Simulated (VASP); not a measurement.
Input:

```yaml
crystal:
  lattice:
    - [4.69327, -8.12898, 0.00000]
    - [4.69327, 8.12898, 0.00000]
    - [0.00000, 0.00000, 10.01920]
  atoms:
    - { symbol: Al, position: [0.22218, 0.11320, 0.24967] }
    - { symbol: Al, position: [0.11114, 0.22160, 0.99624] }
    - { symbol: Al, position: [0.22304, 0.11048, 0.75002] }
    - { symbol: Al, position: [0.10634, 0.22994, 0.50340] }
    - { symbol: Al, position: [0.22414, 0.44564, 0.24127] }
    - { symbol: Al, position: [0.11114, 0.55616, 0.99614] }
    - { symbol: Al, position: [0.22209, 0.44425, 0.74693] }
    - { symbol: Al, position: [0.10623, 0.54249, 0.50268] }
    - { symbol: Al, position: [0.22217, 0.77564, 0.24972] }
    - { symbol: Al, position: [0.11207, 0.88926, 0.00101] }
    - { symbol: Al, position: [0.22299, 0.77886, 0.74968] }
    - { symbol: Al, position: [0.11154, 0.88906, 0.49932] }
    - { symbol: Al, position: [0.55530, 0.11086, 0.24988] }
    - { symbol: Al, position: [0.44443, 0.22166, 0.99980] }
    - { symbol: Al, position: [0.55593, 0.11109, 0.74937] }
    - { symbol: Al, position: [0.44339, 0.22189, 0.50007] }
    - { symbol: Al, position: [0.55556, 0.44512, 0.24648] }
    - { symbol: Al, position: [0.44623, 0.55628, 0.99436] }
    - { symbol: Al, position: [0.55817, 0.44414, 0.75079] }
    - { symbol: Al, position: [0.55542, 0.77674, 0.24663] }
    - { symbol: Al, position: [0.44448, 0.88909, 0.99971] }
    - { symbol: Al, position: [0.55811, 0.78028, 0.75085] }
    - { symbol: Al, position: [0.44337, 0.88771, 0.50003] }
    - { symbol: Al, position: [0.89005, 0.11208, 0.24874] }
    - { symbol: Al, position: [0.77760, 0.22200, 0.99986] }
    - { symbol: Al, position: [0.88825, 0.11062, 0.75060] }
    - { symbol: Al, position: [0.77687, 0.22162, 0.49912] }
    - { symbol: Al, position: [0.89002, 0.44454, 0.24859] }
    - { symbol: Al, position: [0.77832, 0.55534, 0.99993] }
    - { symbol: Al, position: [0.88837, 0.44404, 0.75035] }
    - { symbol: Al, position: [0.77923, 0.55797, 0.50052] }
    - { symbol: Al, position: [0.88952, 0.77808, 0.24964] }
    - { symbol: Al, position: [0.77830, 0.88935, 0.00014] }
    - { symbol: Al, position: [0.89019, 0.77829, 0.75002] }
    - { symbol: Al, position: [0.77907, 0.88756, 0.50062] }
    - { symbol: N, position: [0.22102, 0.11709, 0.44281] }
    - { symbol: N, position: [0.11062, 0.22105, 0.18753] }
    - { symbol: N, position: [0.22307, 0.11031, 0.94158] }
    - { symbol: N, position: [0.11022, 0.21945, 0.69555] }
    - { symbol: N, position: [0.11055, 0.55646, 0.18728] }
    - { symbol: N, position: [0.22255, 0.44457, 0.94016] }
    - { symbol: N, position: [0.11035, 0.55704, 0.69489] }
    - { symbol: N, position: [0.22097, 0.77044, 0.44276] }
    - { symbol: N, position: [0.11237, 0.88956, 0.19396] }
    - { symbol: N, position: [0.22308, 0.77929, 0.94131] }
    - { symbol: N, position: [0.11193, 0.88917, 0.69080] }
    - { symbol: N, position: [0.55334, 0.10980, 0.44199] }
    - { symbol: N, position: [0.44451, 0.22212, 0.19212] }
    - { symbol: N, position: [0.55559, 0.11098, 0.94193] }
    - { symbol: N, position: [0.44533, 0.22253, 0.69145] }
    - { symbol: N, position: [0.55701, 0.44426, 0.44048] }
    - { symbol: N, position: [0.44808, 0.55724, 0.18458] }
    - { symbol: N, position: [0.55692, 0.44311, 0.94172] }
    - { symbol: N, position: [0.44971, 0.55806, 0.69951] }
    - { symbol: N, position: [0.55678, 0.77882, 0.44068] }
    - { symbol: N, position: [0.44451, 0.88884, 0.19209] }
    - { symbol: N, position: [0.55702, 0.78012, 0.94180] }
    - { symbol: N, position: [0.44530, 0.88904, 0.69139] }
    - { symbol: N, position: [0.88521, 0.10783, 0.44072] }
    - { symbol: N, position: [0.77744, 0.22203, 0.19201] }
    - { symbol: N, position: [0.88786, 0.11067, 0.94174] }
    - { symbol: N, position: [0.77782, 0.22208, 0.69132] }
    - { symbol: N, position: [0.88506, 0.44368, 0.44052] }
    - { symbol: N, position: [0.77870, 0.55604, 0.19192] }
    - { symbol: N, position: [0.88793, 0.44360, 0.94147] }
    - { symbol: N, position: [0.77920, 0.55640, 0.69166] }
    - { symbol: N, position: [0.89017, 0.77833, 0.44161] }
    - { symbol: N, position: [0.77862, 0.88923, 0.19209] }
    - { symbol: N, position: [0.88963, 0.77804, 0.94261] }
    - { symbol: N, position: [0.77911, 0.88914, 0.69174] }
    - { symbol: Ge, position: [0.42024, 0.54292, 0.49392] }
```
Cell charge +1.

Method: PBE GGA, VASP's PBE PAW potentials (set 64) (plane waves; VASP). Numerical set-up: PREC = Normal, LREAL = Auto, ISYM = 0, NELECT = 283.0, 400 eV cut-off, 1×1×1 Γ-centred mesh, Gaussian smearing of 0.050 eV, potentials Al N Ge. Starting moments (MAGMOM): 71*0.0423. The cell's moment is fixed (NUPDOWN = 3).

At this cut-off the stress carries a Pulay error, which pulls relaxed volumes low. The cell is charged, with a uniform compensating background.  The supercell is sampled at Γ alone, which is coarse: total energies, pressure and levels can be off, energies of defects by several tenths of an eV.

Q: What does the run give for the cell moment, energy per atom (σ→0), pressure?

A: 
```
Quantity                        Value
---------------------  --------------
cell moment                   3.00 μB
energy per atom (σ→0)  -7.364 eV/atom
pressure                    -4.36 GPa
```

Q: Give the moment on each site (PAW-sphere projection).

A: 
```
site  moment (μB)
----  -----------
Al1          0.00
Al2          0.00
Al3          0.00
Al4          0.05
Al5          0.09
Al6          0.00
Al7          0.00
Al8          0.05
Al9          0.00
Al10         0.00
Al11         0.00
Al12         0.00
Al13         0.00
Al14         0.00
Al15         0.00
Al16         0.00
Al17         0.00
Al18         0.01
Al19         0.00
Al20         0.00
Al21         0.00
Al22         0.00
Al23         0.00
Al24         0.00
Al25         0.00
Al26         0.00
Al27         0.00
Al28         0.00
Al29         0.00
Al30         0.00
Al31         0.00
Al32         0.00
Al33         0.00
Al34         0.00
Al35         0.00
N36          0.02
N37          0.04
N38          0.02
N39          0.05
N40          0.04
N41          0.03
N42          0.05
N43          0.02
N44          0.02
N45          0.02
N46          0.02
N47          0.02
N48          0.02
N49          0.03
N50          0.02
N51          0.08
N52          0.05
N53          0.02
N54          0.09
N55          0.08
N56          0.02
N57          0.02
N58          0.02
N59          0.08
N60          0.02
N61          0.02
N62          0.02
N63          0.08
N64          0.03
N65          0.02
N66          0.02
N67          0.02
N68          0.03
N69          0.03
N70          0.02
Ge71         0.20
```

The cell is a supercell with a defect, built from AlN (wurtzite): Ge_Al-vac_N, charge +1.
